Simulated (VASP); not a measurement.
## HfO2: single point with PBE

The system is HfO2.

```
Hf O
1.0
     0.00000    2.55750    2.55750
     2.55750    0.00000    2.55750
     2.55750    2.55750    0.00000
Hf O
1 2
Direct
  0.00000 0.00000 0.00000
  0.25000 0.25000 0.25000
  0.75000 0.75000 0.75000
```

Measurements of this composition are mostly on another form, of space group No. 14.

```
Program                : VASP 6.6.1
Task                   : single point
Functional             : PBE
Potentials or basis    : VASP PAW PBE potentials, release 64 (Hf_pv, O)
Cutoff                 : 520 eV
k mesh                 : 8 × 8 × 8
Occupations            : gaussian, width 0.01 eV
Spin                   : no spin polarisation
Dipole correction      : no
Further INCAR settings : ALGO = Normal; EDIFF = 1e-06; NBANDS = 18
```

```json
{
  "Pressure": "-6.0 GPa",
  "Band gap on the k mesh": "3.73 eV, direct"
}
```

Levels at points of the mesh, in eV from the valence-band top:
```
           k point  band 7  band 8  band 9  band 10  band 11  band 12  band 13  band 14  band 15  band 16
(0.00, 0.00, 0.00)   -5.18   -5.18   -0.59    -0.59    -0.59     3.82     3.82     5.62    10.09    10.09
(0.50, 0.00, 0.00)   -4.17   -3.00   -2.67    -1.80    -1.80     4.51     4.51     6.74     8.98     9.10
(0.50, 0.50, 0.00)   -3.40   -3.40   -1.48    -1.48     0.00     3.73     5.36     6.39     7.93     7.93
```

Run time: 10 s on 1 thread of Intel(R) Xeon(R) 6975P-C (Granite Rapids), with other jobs on the host, peak memory 0.16 GiB.

Caveat: spin-orbit coupling is left out, which moves the levels of the heavy elements. A k mesh can miss the band edges.
